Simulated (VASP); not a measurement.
Given:

```
CELL_PARAMETERS angstrom
     -2.70505     2.70505     2.70505
      2.70505    -2.70505     2.70505
      2.70505     2.70505    -2.70505
ATOMIC_POSITIONS crystal
  K  0.00000 0.00000 0.00000
```

Computed with SCAN meta-GGA, VASP's PBE PAW potentials (set 64) (plane waves; VASP). Numerical set-up: 520 eV cut-off, 10×10×10 Γ-centred mesh, first-order Methfessel-Paxton smearing of 0.10 eV, potentials K_sv.

Problem. What does the run give for the energy per atom (σ→0), band gap (on the k-mesh) with the smallest direct gap where there is one?

Solution. 
```json
{
  "band gap (on the k-mesh)": "none (metal, semimetal or under 0.01 eV)",
  "energy per atom (σ→0)": "-8.331 eV/atom"
}
```

Only differences to runs with the same potentials and settings are physical.

The compound is K in the bcc structure. This cell is one point of a volume scan, at 1.06 of the reference volume.
